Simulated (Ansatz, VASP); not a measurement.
# GaCo: VASP beside Ansatz

Wanted: the spread between two codes on one cell, functional and k mesh. The cell is taken from a series of runs on this material, whose earlier steps may have relaxed, scaled, displaced or heated it; both programs get it as it stands.

Method: plane waves, with VASP 6.6.1 beside it; single point at r2SCAN, in Ansatz 0.2.0.

In doubt: warnings of the run leave room for a lower electronic state, so energies may not be the lowest and differences between runs may mislead.

## 1. The structure

Symmetry: Pm-3m, No. 221, cubic system. Conventional cell: a = 2.878 Å, b = 2.878 Å, c = 2.878 Å, α = 90.00°, β = 90.00°, γ = 90.00°. Nearest to Ga lie 8 Co at 2.49 Å. Nearest to Co lie 8 Ga at 2.49 Å. Farther neighbours are not listed.

Structure file:

```cif
data_structure
_symmetry_space_group_name_H-M 'Pm-3m'
_symmetry_Int_Tables_number 221
_cell_length_a 2.8780
_cell_length_b 2.8780
_cell_length_c 2.8780
_cell_angle_alpha 90.000
_cell_angle_beta 90.000
_cell_angle_gamma 90.000
_cell_volume 23.84
loop_
_atom_site_label
_atom_site_type_symbol
_atom_site_symmetry_multiplicity
_atom_site_Wyckoff_symbol
_atom_site_fract_x
_atom_site_fract_y
_atom_site_fract_z
_atom_site_occupancy
Ga1 Ga 1 b 0.50000 0.50000 0.50000 1
Co1 Co 1 a 0.00000 0.00000 0.00000 1
```

## 2. Ansatz: single point, r2SCAN

Ansatz runs on its default PAW (the set named soft_2) files.

With cell and atoms fixed, the geometry can't cause a difference; cores, projectors, grids and the points listed under the comparison can.

File input.yaml:

```yaml
crystal:
  lattice:
    - [2.878, 0.0, 0.0]
    - [0.0, 2.878, 0.0]
    - [0.0, 0.0, 8.634]
  atoms:
    - { symbol: Ga, position: [0.5, 0.5, 0.166666667] }
    - { symbol: Ga, position: [0.5, 0.5, 0.5] }
    - { symbol: Ga, position: [0.5, 0.5, 0.833333333] }
    - { symbol: Co, position: [0.0, 0.0, 0.0], spin: 2.0 }
    - { symbol: Co, position: [0.0, 0.0, 0.333333333], spin: 2.0 }
    - { symbol: Co, position: [0.0, 0.0, 0.666666667], spin: 2.0 }
magnetization:
  spin_polarized: true
kpoints:
  mp_grid: { grid: [13, 13, 5] }
hamiltonian:
  xc: r2scan
scf:
  occupations: { method: fermi_dirac, width: 0.1 }
output:
  eigenvalues: true
```

Command:

```sh
$ ansatz run input.yaml --threads 4 --pin off --max-ram 8192MiB --backend cpu --events-out ev --progress --plain --runs-dir out
```

Numbers of over 12 decimals in the logs are rounded to 6 here.

Log:

```text
Engine: ansatz 0.2.0, aarch64-unknown-linux-gnu
Pseudopotentials: kind: paw
Pseudopotential: Ga, paw, valence charge 13, recommended cutoff 500 eV (meta_gga), Ga.paw.azcp
Pseudopotential: Co, paw, valence charge 17, recommended cutoff 500 eV (meta_gga), Co.paw.azcp
Functional definition: r2SCAN
  parameter k0 = 0.174
  parameter k1 = 0.065
  parameter a1 = 4.9479
  exchange = r2scan_x(k0 = k0, k1 = k1, a1 = a1)
  correlation = r2scan_c
Crystal: 6 atoms, lattice volume = 71.514 Å³
Basis set: ecut = 500 eV, 1831 PW (Γ), exchange–correlation on 96×96×256 points (64 copies of the dense FFT grid, shifted against one another)
Bands: 58, of which v1, the nominal top of the filled ones, is band 45 counted from 1 (44 counted from 0)
Symmetry: 48 space group operations
Space group: Pm-3m (ITA 221), of the structure as read, at distance tolerance 4.2e-5 Å
Magnetic group: BNS 221.92 (UNI 1594), of the structure as read, at distance tolerance 4.2e-5 Å
k-points: 84 of 845
Non-local potential: Ga, projectors of the file, l = 0: 2, l = 1: 2, l = 2: 3, l = 3: 1
Non-local potential: Co, projectors of the file, l = 0: 3, l = 1: 2, l = 2: 3, l = 3: 1
PAW form: soft (Blöchl's): semilocal exchange-correlation on the pseudo side does not see the compensation charge
PAW frozen core: Ga, regenerated for the run's functional (the file was generated under x = pbe(κ = 0.804, μ = 0.219515), c = pbe(β = 0.066725))
PAW frozen core: Co, regenerated for the run's functional (the file was generated under x = pbe(κ = 0.804, μ = 0.219515), c = pbe(β = 0.066725))
PAW one-centre angular grid: Ga, 590 points (default); XC on 160 Gauss nodes
PAW one-centre angular grid: Co, 590 points (default); XC on 160 Gauss nodes
Initial density: superposition of atomic densities (chi_scale 0.1, normalization cell)
Starting moments: Σ|m| = 6 μB on 3 of 6 sites
Initial wavefunctions: pseudopotential atomic-orbital guess
Functional: x = r2scan, c = r2scan; τ floored in thin density (d = 2e-4 eV/Å³)
iter 1 solved again at ethr=1.20e-3 eV; its pass at ethr=3.10e-3 eV (dr2=1.08e0 eV) is discarded
SCF iter   1: F=—  HF=-26761.514099 eV  |F-HF|=—  |Δ(HF+E_count)|=         —  Δρ=3.08e-2 (↑3.08e-2 ↓2.57e-2)  dr2=1.15e0  dr2_τ=2.96e-2  dr2_m=1.30e-1  M=4.498 μB ∫|m|=5.516 μB  β_m=1.00  ethr=1.20e-3  ⟨swp⟩=3.2  Hψ=49742  notcnv=0
Mixer restart at iter 1: flushing history
preconditioner: auto → Kerker (q_TF=auto, 2.835 Å⁻¹)  [metal: Δε(μ)=0.004 eV  Ē_g=14.089 eV  σ=0.100 eV  W_gap=0.01  n_scr=26 (ndim 8)  ℏωp=35.7 eV  f_vac=0.000  D(μ)=6.37/eV (n_scr^D=74)]
spin=Collinear: Kerker preconditioning applied to the charge; magnetization (m = ρ↑ − ρ↓) channel mixes plain (no charge-response kernel on spin).
SCF iter   2: F=—  HF=-26762.097421 eV  |F-HF|=—  |Δ(HF+E_count)|=   5.83e-1  Δρ=2.16e-2 (↑1.59e-2 ↓2.16e-2)  dr2=9.27e-1  dr2_τ=4.75e-3  dr2_m=1.70e-2  M=4.149 μB ∫|m|=5.413 μB  β_m=1.00  ethr=1.20e-3  ⟨swp⟩=3.8  Hψ=17167  notcnv=0  defer=172  κ⁻¹=1.0e0(r=1)
SCF iter   3: F=—  HF=-26763.132239 eV  |F-HF|=—  |Δ(HF+E_count)|=    1.03e0  Δρ=2.25e-2 (↑1.38e-2 ↓2.25e-2)  dr2=8.82e-1  dr2_τ=2.09e-3  dr2_m=3.17e-2  M=3.986 μB ∫|m|=5.262 μB  β_m=1.00  ethr=1.03e-3  ⟨swp⟩=2.0  Hψ=12666  notcnv=0  defer=565  κ⁻¹=1.2e-2(r=2)
SCF iter   4: F=—  HF=-26765.004879 eV  |F-HF|=—  |Δ(HF+E_count)|=    1.87e0  Δρ=1.92e-2 (↑1.07e-2 ↓1.92e-2)  dr2=6.85e-1  dr2_τ=1.33e-3  dr2_m=3.07e-2  M=3.546 μB ∫|m|=4.795 μB  β_m=1.00  ethr=9.80e-4  ⟨swp⟩=2.6  Hψ=13880  notcnv=0  defer=568  κ⁻¹=5.8e-3(r=3)
SCF iter   5: F=—  HF=-26766.185170 eV  |F-HF|=—  |Δ(HF+E_count)|=    1.18e0  Δρ=7.96e-3 (↑7.52e-3 ↓7.96e-3)  dr2=1.73e-1  dr2_τ=2.80e-3  dr2_m=3.57e-3  M=2.559 μB ∫|m|=3.701 μB  β_m=1.00  ethr=7.61e-4  ⟨swp⟩=3.5  Hψ=21415  notcnv=0  defer=595  κ⁻¹=1.9e-3(r=4)
SCF iter   6: F=—  HF=-26766.425963 eV  |F-HF|=—  |Δ(HF+E_count)|=         —  Δρ=2.45e-2 (↑2.45e-2 ↓1.37e-2)  dr2=4.29e-2  dr2_τ=2.15e-3  dr2_m=2.31e-1  M=1.763 μB ∫|m|=2.754 μB  β_m=1.00  ethr=1.92e-4  ⟨swp⟩=2.4  Hψ=16212  notcnv=0  defer=624
Mixer restart at iter 6: flushing history
SCF iter   7: F=—  HF=-26766.429071 eV  |F-HF|=—  |Δ(HF+E_count)|=   3.11e-3  Δρ=1.14e-2 (↑1.14e-2 ↓2.79e-3)  dr2=3.60e-2  dr2_τ=1.32e-3  dr2_m=2.45e-2  M=1.638 μB ∫|m|=2.554 μB  β_m=1.00  ethr=4.77e-5  ⟨swp⟩=1.9  Hψ=16007  notcnv=0  defer=624  κ⁻¹=1.0e0(r=1)
[...]
SCF iter  10: F=—  HF=-26766.509124 eV  |F-HF|=—  |Δ(HF+E_count)|=   8.10e-4  Δρ=1.09e-3 (↑6.93e-4 ↓1.09e-3)  dr2=4.42e-4  dr2_τ=1.67e-5  dr2_m=1.54e-4  M=1.388 μB ∫|m|=2.114 μB  β_m=1.00  ethr=2.28e-6  ⟨swp⟩=2.0  Hψ=15242  notcnv=0  defer=626  κ⁻¹=8.8e-4(r=4)
SCF iter  11: F=—  HF=-26766.510138 eV  |F-HF|=—  |Δ(HF+E_count)|=   1.01e-3  Δρ=7.29e-4 (↑3.16e-4 ↓7.29e-4)  dr2=1.78e-4  dr2_τ=5.60e-6  dr2_m=9.75e-5  M=1.383 μB ∫|m|=2.108 μB  β_m=1.00  ethr=4.91e-7  ⟨swp⟩=2.2  Hψ=17712  notcnv=0  defer=626  κ⁻¹=1.4e-4(r=5)
SCF iter  12: F=—  HF=-26766.510241 eV  |F-HF|=—  |Δ(HF+E_count)|=   1.03e-4  Δρ=5.53e-4 (↑3.38e-4 ↓5.53e-4)  dr2=1.03e-4  dr2_τ=3.12e-6  dr2_m=8.03e-5  M=1.380 μB ∫|m|=2.104 μB  β_m=1.00  ethr=1.98e-7  ⟨swp⟩=1.1  Hψ=9765  notcnv=0  defer=626  κ⁻¹=1.7e-5(r=6)
SCF iter  13: F=—  HF=-26766.511256 eV  |F-HF|=—  |Δ(HF+E_count)|=   1.02e-3  Δρ=1.01e-4 (↑7.08e-5 ↓1.01e-4)  dr2=1.31e-5  dr2_τ=8.29e-8  dr2_m=1.26e-6  M=1.338 μB ∫|m|=2.035 μB  β_m=1.00  ethr=1.14e-7  ⟨swp⟩=2.9  Hψ=18264  notcnv=0  defer=626  κ⁻¹=1.5e-6(r=7)
SCF iter  14: F=—  HF=-26766.511271 eV  |F-HF|=—  |Δ(HF+E_count)|=   1.54e-5  Δρ=3.42e-5 (↑2.88e-5 ↓3.42e-5)  dr2=1.11e-6  dr2_τ=3.80e-8  dr2_m=1.52e-7  M=1.332 μB ∫|m|=2.025 μB  β_m=1.00  ethr=1.45e-8  ⟨swp⟩=2.0  Hψ=17639  notcnv=0  defer=626  κ⁻¹=1.5e-6(r=8)
SCF iter  15: F=—  HF=-26766.511279 eV  |F-HF|=—  |Δ(HF+E_count)|=   7.23e-6  Δρ=2.11e-5 (↑2.11e-5 ↓1.98e-5)  dr2=5.76e-7  dr2_τ=1.43e-8  dr2_m=1.92e-8  M=1.331 μB ∫|m|=2.024 μB  β_m=1.00  ethr=1.23e-9  ⟨swp⟩=2.0  Hψ=17358  notcnv=0  defer=626  κ⁻¹=2.1e-6(r=8)
SCF iter  16: F=—  HF=-26766.511286 eV  |F-HF|=—  |Δ(HF+E_count)|=   7.60e-6  Δρ=9.07e-6 (↑8.13e-6 ↓9.07e-6)  dr2=1.36e-7  dr2_τ=1.32e-9  dr2_m=2.31e-9  M=1.329 μB ∫|m|=2.023 μB  β_m=1.00  ethr=6.40e-10  ⟨swp⟩=2.1  Hψ=17458  notcnv=0  defer=626  κ⁻¹=4.1e-7(r=8)
SCF iter  17: F=—  HF=-26766.511286 eV  |F-HF|=—  |Δ(HF+E_count)|=   7.04e-8  Δρ=3.77e-6 (↑3.77e-6 ↓3.43e-6)  dr2=5.47e-9  dr2_τ=5.87e-10  dr2_m=3.94e-9  M=1.329 μB ∫|m|=2.022 μB  β_m=1.00  ethr=1.51e-10  ⟨swp⟩=2.0  Hψ=17118  notcnv=0  defer=626  κ⁻¹=1.3e-6(r=8)
SCF iter  18: F=—  HF=-26766.511286 eV  |F-HF|=—  |Δ(HF+E_count)|=   1.35e-7  Δρ=4.85e-6 (↑4.85e-6 ↓3.49e-6)  dr2=2.78e-9  dr2_τ=2.15e-10  dr2_m=9.63e-9  M=1.329 μB ∫|m|=2.023 μB  β_m=1.00  ethr=6.08e-12  ⟨swp⟩=7.7  Hψ=39070  notcnv=0  κ⁻¹=1.6e-6(r=8)
SCF iter  19: F=-26766.511286 eV  HF=-26766.511286 eV  |F-HF|=6.18e-9  |Δ(HF+E_count)|=   1.49e-8  Δρ=4.99e-6 (↑4.99e-6 ↓1.50e-6)  dr2=7.64e-9  dr2_τ=1.01e-10  dr2_m=6.10e-9  M=1.329 μB ∫|m|=2.022 μB  ethr=3.09e-12  ⟨swp⟩=3.9  Hψ=26906  notcnv=0
SCF 1 converged in 19 iterations: F = -26766.511286 eV  dr2 = 7.64e-9
  greatest PAW one-centre occupation: 1.004 electrons in one spin orbital (limit 2), on the Co atom at site 5 (counted from 0), in its partial waves of l = 1
WARN: an SCF from ferrimagnetic starting moments (0.00, 0.00, 0.00, -2.00, 2.00, 2.00 Bohr magnetons, atom by atom) was not made, by what the run has read of turns of its moments that order reads lower: the deck asks for what bars it, or types moments that do (magnetization.spin_polarized, in the input reference, names some of the keys), or the run goes by scf.lower_state_search: light, the default, which as a rule tries one only behind a close that has lost an order of both signs, or on which an open d or half-filled 4f shell of a PAW file has lost a moment that was set nearer to Hund's than to what is left; [rest of the remark cut]
this state was not tested for a lower state beside it, because the mixer in use, unlike msr1, does not test its closes by its own steps (another_mixer; see scf.mixing.algorithm and scf.lower_state_search)
SCF converged after 19 iterations
Magnetization: 1.3292 μB (45.6646 up, 44.3354 down)
Absolute magnetization: 2.0203 μB (∫|ρ↑−ρ↓|, with the PAW one-centre terms)
Spin contamination: 0.1406 ħ² per cell (⟨S²⟩ above its minimum at these occupations)
Per-site moments (μB) at R_I (Å): [(-0.028641, 1.028124), (-0.028641, 1.028124), (-0.028641, 1.028124), (0.553293, 1.028124), (0.553293, 1.028124), (0.553293, 1.028124)]
Free energy (F): -26766.511286 eV
Harris-Foulkes:  -26766.511286 eV  (|F-HF|=6.18e-9)
Internal energy: -26766.411575 eV  (E = F + TS)
E sigma→0 (E₀):  -26766.461431 eV
Entropy (-TS):   -0.099711 eV (-16.618 meV/atom)
Fermi energy:    16.541897 eV
--- Per-component energies (eV) ---
  E_band       = -742.802324
  E_kinetic    = 1719.845159
  E_local      = -13471.625973  (includes V_loc(G=0)·N_el)
  E_nonlocal   = 2670.348477
  E_hartree    = 5991.082477
  E_xc         = -661.464639
  E_vxc        = -871.809384  (∫ρ·V_xc dr)
  E_paw        = -10598.903041  (= ΣΔE_a)
  E_vpaw       = -2825.945669  (= ΣTr[D̂ρ^β])
  E_aug_tail   = 0.000016  (compensation charges beyond the density's cutoff)
  E_vtau       = 54.211146  (kinetic-family band-sum trace: ∫τ·v_τ [+ j·A + Jᵃ·Aᵃ] dr)
  E_ewald      = -12412.849223
  E_core_change = -2.844828  (= ΣΔE_core)
  E_smearing   = -0.099711  (= −TS)
  E_closure    = 0.000000  (closes the sum)
  Σ components = -26766.511286   (vs F -26766.511286, Δ=0.00e0)
--- Band table (eV; the first three rows and the last of 168) ---
  k-point 0 ↑: bands = [... 41 lower, 15.7390, 15.7390, 15.7436, 15.7436, 16.6599, 16.6599, 22.2648, 22.2648, ... 9 higher]
  k-point 1 ↑: bands = [... 41 lower, 15.6834, 15.7381, 15.7420, 15.7448, 16.3787, 17.3369, 21.5297, 22.4170, ... 9 higher]
  k-point 2 ↑: bands = [... 41 lower, 15.5344, 15.7391, 15.7404, 15.7454, 16.2916, 18.5177, 20.0352, 22.8555, ... 9 higher]
  k-point 83 ↓: bands = [... 41 lower, 16.5919, 17.3443, 17.3581, 17.4497, 17.5157, 17.9253, 19.1721, 19.2807, ... 9 higher]
```

Reading the cycles: dr2 is the Hartree energy of the density residual (eV), the measure of convergence; HF is the Harris–Foulkes estimate of the energy, which meets the free energy F at convergence.

(Part 1 of 2 ends here.)

[Lines on the potential files, build, host, timing and source positions are cut from VASP's logs without a mark.]

[Logs are printed without paths, hosts, clocks, repeated set-up lines and the standing remarks that a program may print on its own settings, such as how far it seeks lower states.]

[Hosts, paths, dates, database ids (printed as entryN), source tags and the programs' standing remarks are cut or masked in the printed files.]
